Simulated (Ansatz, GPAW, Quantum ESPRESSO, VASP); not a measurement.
**Code comparison for Zr₂Al (P1, 6 atoms in the cell)**

Self-consistent single point, at a second geometry (atoms moved at random). First geometry:

```yaml
crystal:
  lattice:
    - [-3.40325, 3.40325, 2.67265]
    - [3.40325, -3.40325, 2.67265]
    - [3.40325, 3.40325, -2.67265]
  atoms:
    - { symbol: Zr, position: [0.34860, 0.15140, 0.50000] }
    - { symbol: Zr, position: [0.65140, 0.84860, 0.50000] }
    - { symbol: Zr, position: [0.15140, 0.65140, 0.80280] }
    - { symbol: Zr, position: [0.84860, 0.34860, 0.19720] }
    - { symbol: Al, position: [0.25000, 0.25000, 0.00000] }
    - { symbol: Al, position: [0.75000, 0.75000, 0.00000] }
```

Second geometry:
```
CELL_PARAMETERS angstrom
     -3.40325     3.40325     2.67265
      3.40325    -3.40325     2.67265
      3.40325     3.40325    -2.67265
ATOMIC_POSITIONS crystal
  Zr 0.34306 0.14541 0.48266
  Zr 0.64540 0.85014 0.51005
  Zr 0.16868 0.66089 0.80711
  Zr 0.84156 0.34812 0.19612
  Al 0.24940 0.25690 0.99971
  Al 0.75189 0.73854 0.00435
```

Shared settings, as Ansatz (a quantum-chemistry and plane-wave program) writes them: kpoints.mp_grid.grid = 5 5 5; scf.occupations.method = gaussian; scf.occupations.width = 0.1 eV. Potentials and cutoffs stand in the table.

```csv
code,model,ΔF from the first geometry (meV/atom),pressure (GPa),largest force (eV/Å),cutoff
GPAW,"PBEsol, GPAW PAW datasets PBEsol (made by gpaw-setup)",13.9,-1.29,0.654,550 eV
VASP,"PBEsol, VASP's PBE PAW potentials (set 64)",14.0,-1.34,0.655,300 eV
Quantum ESPRESSO,"PBEsol, PseudoDojo standard norm-conserving (PBESOL) pseudopotentials",14.0,-1.01,0.656,70 Ry
Ansatz,"PBEsol, PAW files made with PBE",13.9,-1.02,0.652,default
```

Size of the force on each atom (eV/Å): Sizes of forces hide their directions.

```
code                Zr1    Zr2    Zr3    Zr4    Al5    Al6
----------------  -----  -----  -----  -----  -----  -----
GPAW              0.654  0.373  0.423  0.546  0.281  0.565
VASP              0.655  0.378  0.425  0.544  0.280  0.563
Quantum ESPRESSO  0.656  0.379  0.423  0.545  0.280  0.565
Ansatz            0.652  0.374  0.422  0.543  0.278  0.562
```

The spread over the programs that give each value: ΔF from the first geometry within 0.1 meV/atom; pressure within 0.33 GPa; largest force within 0.004 eV/Å.

Ansatz's pressure is given at a fixed set of plane waves, as the other plane-wave codes print theirs.

VASP's run is marked for a possible Pulay error in its stress at this cutoff; no cutoff test was made.

The starting cell comes from a database of computed structures (which also holds hypothetical and non-ambient phases and stackings), without a prior relaxation at this level. Its lattice was rescaled by a random factor within 2.5 % of one. For this run, on top of that: atoms moved at random.

Left out of this page: ABINIT, CP2K, Elk and SIESTA (not drawn, or without a comparable value).

Keys are those of Ansatz 0.2.
